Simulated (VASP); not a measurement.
Input:

```xyz
4
Lattice="3.5060 0.0000 0.0000 0.0000 3.5060 0.0000 0.0000 0.0000 3.5060" Properties=species:S:1:pos:R:3 pbc="T T T"
Si     0.0000     0.0000     0.0000
Ni     0.0000     1.7530     1.7530
Ni     1.7530     0.0000     1.7530
Ni     1.7530     1.7530     0.0000
```

All values below come from PBE GGA, VASP's PBE PAW potentials (set 64) (plane waves; VASP). Run with 520 eV cut-off, 10×10×10 Γ-centred mesh, tetrahedra with Blöchl corrections, potentials Si Ni.

The cores are frozen, which limits the accuracy of field gradients.

Question: Give the principal components of the electric field gradient (V/Å²) and the asymmetry η at each nucleus.

Answer: 
```json
[
 {"atom": "Si1", "Vxx": "0.0", "Vyy": "0.0", "Vzz": "0.0", "η": "-"},
 {"atom": "Ni2", "Vxx": "21.7", "Vyy": "21.7", "Vzz": "-43.4", "η": "0.00"},
 {"atom": "Ni3", "Vxx": "21.7", "Vyy": "21.7", "Vzz": "-43.4", "η": "0.00"},
 {"atom": "Ni4", "Vxx": "21.7", "Vyy": "21.7", "Vzz": "-43.4", "η": "0.00"}
]
```

The compound is Ni3Si in the L1_2 structure. It was relaxed first. The run is not spin-polarised, so no magnetic state was tried.
